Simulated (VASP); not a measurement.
A convergence study with VASP on Er (hcp): one setting is varied, all else stays as given below, so the limit is that of these other settings.

```yaml
crystal:
  lattice:
    - [1.78000, -3.08305, 0.00000]
    - [1.78000, 3.08305, 0.00000]
    - [0.00000, 0.00000, 5.59000]
  atoms:
    - { symbol: Er, position: [0.33333, 0.66667, 0.25000] }
    - { symbol: Er, position: [0.66667, 0.33333, 0.75000] }
```

Level of theory: PBE GGA, VASP's PBE PAW potentials (set 64) (plane waves; VASP). The tightest run used: 550 eV cut-off, 21×21×13 Γ-centred mesh, first-order Methfessel-Paxton smearing of 0.10 eV, potentials Er_3.

The 4f electrons are frozen in the core of the lanthanide potential, so 4f levels, which can set the real gap, and their magnetism are missing.

| setting | E (eV/atom) | pressure (GPa) | irreducible k-points |
|---|---|---|---|
| 1×1×1 mesh | -5.9923 | 18.85 | 1 |
| 2×2×1 mesh | -5.1623 | -9.64 | 2 |
| 3×3×2 mesh | -4.4328 | -0.42 | 6 |
| 4×4×2 mesh | -4.4562 | 1.49 | 8 |
| 5×5×3 mesh | -4.4698 | 0.40 | 10 |
| 7×7×4 mesh | -4.5011 | 0.44 | 24 |
| 8×8×5 mesh | -4.4882 | 0.37 | 30 |
| 9×9×6 mesh | -4.4982 | 0.35 | 48 |
| 10×10×6 mesh | -4.5007 | 0.20 | 56 |

These are the cheaper rows. Estimate the results at 21×21×13 mesh, and how far the last row shown lies from them.

```
quantity        tightest run  last row shown is off by
--------------  ------------  ------------------------
E (eV/atom)          -4.4969                   -0.0038
pressure (GPa)          0.28                     -0.08
```

Left out are rungs that failed or repeat a setting and relaxations that didn't move; long series are thinned to 24 rows.

The compound is Er in the hcp structure. The cell was not relaxed at this level.
